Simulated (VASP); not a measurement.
These are revPBE GGA, VASP's PBE PAW potentials (set 64) (plane waves; VASP) values and carry that method's errors.

VASP input:

KPOINTS:
```
Automatic mesh
0
gamma
8 8 8
0 0 0
```

### POSCAR
```
AgCl
1
    0.0000000000     2.8872976377     2.8872976377
    2.8872976377     0.0000000000     2.8872976377
    2.8872976377     2.8872976377     0.0000000000
Ag Cl
1 1
Direct
  0.0000000000   0.0000000000   0.0000000000
  0.5000000000   0.5000000000   0.5000000000
```

### INCAR
```
LWAVE = .FALSE.
ALGO = Normal   # blocked Davidson
LCHARG = .FALSE.
GGA = RE   # revPBE
ISMEAR = 0
LASPH = .TRUE.   # aspherical one-centre terms
ENCUT = 520   # plane-wave cut-off (eV)
SIGMA = 0.05   # width (eV)
SYSTEM = AgCl
LREAL = .FALSE.   # projection in real space or not
NELM = 100
LMAXMIX = 4
EDIFF = 1E-7   # SCF stop (eV)
ISIF = 2
PREC = Accurate
```

POTCAR, in this order: Ag Cl (PBE.64 set). Program: vasp_std.

The run wrote:

### OSZICAR
```
       N       E                     dE             d eps       ncg     rms          rms(c)
DAV:   1     0.101675657562E+03    0.10168E+03   -0.86954E+03   770   0.123E+03
DAV:   2    -0.486299291073E+00   -0.10216E+03   -0.95368E+02   899   0.250E+02
DAV:   3    -0.497126379255E+01   -0.44850E+01   -0.44695E+01   894   0.562E+01
DAV:   4    -0.500877295107E+01   -0.37509E-01   -0.37503E-01   809   0.580E+00
DAV:   5    -0.500938910076E+01   -0.61615E-03   -0.61614E-03   929   0.760E-01    0.459E+00
DAV:   6    -0.479361593083E+01    0.21577E+00   -0.34666E-01   805   0.751E+00    0.312E+00
DAV:   7    -0.478903493287E+01    0.45810E-02   -0.11548E-01   764   0.282E+00    0.177E+00
DAV:   8    -0.479015880953E+01   -0.11239E-02   -0.81947E-03   794   0.116E+00    0.211E-01
DAV:   9    -0.479038637125E+01   -0.22756E-03   -0.10816E-03   819   0.496E-01    0.533E-02
DAV:  10    -0.479060102458E+01   -0.21465E-03   -0.36234E-04   764   0.186E-01    0.534E-02
DAV:  11    -0.479062443623E+01   -0.23412E-04   -0.27986E-05   809   0.420E-02    0.553E-03
DAV:  12    -0.479062548279E+01   -0.10466E-05   -0.12210E-06   834   0.106E-02    0.571E-03
DAV:  13    -0.479062610995E+01   -0.62716E-06   -0.15155E-06   779   0.102E-02    0.194E-03
DAV:  14    -0.479062604323E+01    0.66720E-07   -0.56057E-08   627   0.230E-03
   1 F= -.47906260E+01 E0= -.47906260E+01  d E =-.168556E-10
```

File OUTCAR:
```
------------------------ aborting loop because EDIFF is reached ----------------------------------------
  FORCE on cell =-STRESS in cart. coord.  units (eV):
  Direction    XX          YY          ZZ          XY          YZ          ZX
  --------------------------------------------------------------------------------------
  Total       -0.2829368     -0.2829368     -0.2829368     -0.0000000      0.0000000     -0.0000000
  in kB       -9.4166282     -9.4166282     -9.4166282     -0.0000000      0.0000000     -0.0000000
  external PRESSURE =      -9.4166282 kB  Pullay stress =       0.0000000 kB
  volume of cell :       48.14
      direct lattice vectors                 reciprocal lattice vectors
     0.000000000  2.887297638  2.887297638    -0.173172309  0.173172309  0.173172309
     2.887297638  0.000000000  2.887297638     0.173172309 -0.173172309  0.173172309
     2.887297638  2.887297638  0.000000000     0.173172309  0.173172309 -0.173172309
  FREE ENERGIE OF THE ION-ELECTRON SYSTEM (eV)
  ---------------------------------------------------
  free  energy   TOTEN  =        -4.7906260432 eV

  energy  without entropy=       -4.7906260432  energy(sigma->0) =       -4.79062604
```
(Selected blocks of OUTCAR.)

OUTCAR:
```
 val. band max:        2.4817070856   @ k =   0.5000   0.0000   0.0000

 cond. band min:       3.5922728992   @ k =   0.0000   0.0000   0.0000


 Fermi energy:         2.6884668143

 k-point     1 :       0.0000    0.0000    0.0000
  band No.  band energies     occupation
      1     -11.9111      2.00000
      2       0.4830      2.00000
      3       0.4830      2.00000
      4       0.4830      2.00000
      5       0.5182      2.00000
      6       0.5182      2.00000
      7       0.6389      2.00000
      8       0.6389      2.00000
      9       0.6389      2.00000
     10       3.5923      0.00000
     11      13.4441      0.00000
     12      13.4441      0.00000
     13      13.4441      0.00000

 k-point     2 :       0.1250    0.0000    0.0000
  band No.  band energies     occupation
      1     -11.8694      2.00000
      2      -0.0517      2.00000
      3      -0.0309      2.00000
      4      -0.0309      2.00000
      5       0.5227      2.00000
      6       0.5227      2.00000
      7       0.7237      2.00000
      8       1.2371      2.00000
      9       1.2371      2.00000
     10       4.2147      0.00000
     11      12.1212      0.00000
     12      13.0387      0.00000
     13      13.0388      0.00000

 k-point     3 :       0.2500    0.0000    0.0000
  band No.  band energies     occupation
      1     -11.7657      2.00000
      2      -0.8968      2.00000
      3      -0.5107      2.00000
      4      -0.5107      2.00000
      5       0.6130      2.00000
      6       0.6130      2.00000
      7       0.8327      2.00000
      8       1.8513      2.00000
      9       1.8513      2.00000
     10       5.4303      0.00000
     11      10.4181      0.00000
     12      11.7754      0.00000
     13      11.7754      0.00000

 k-point     4 :       0.3750    0.0000    0.0000
  band No.  band energies     occupation
      1     -11.6574      2.00000
      2      -1.5343      2.00000
      3      -0.8184      2.00000
...
```

The compound is AgCl in the rock salt structure. This cell is one point of a volume scan, at 1.03 of the reference volume.
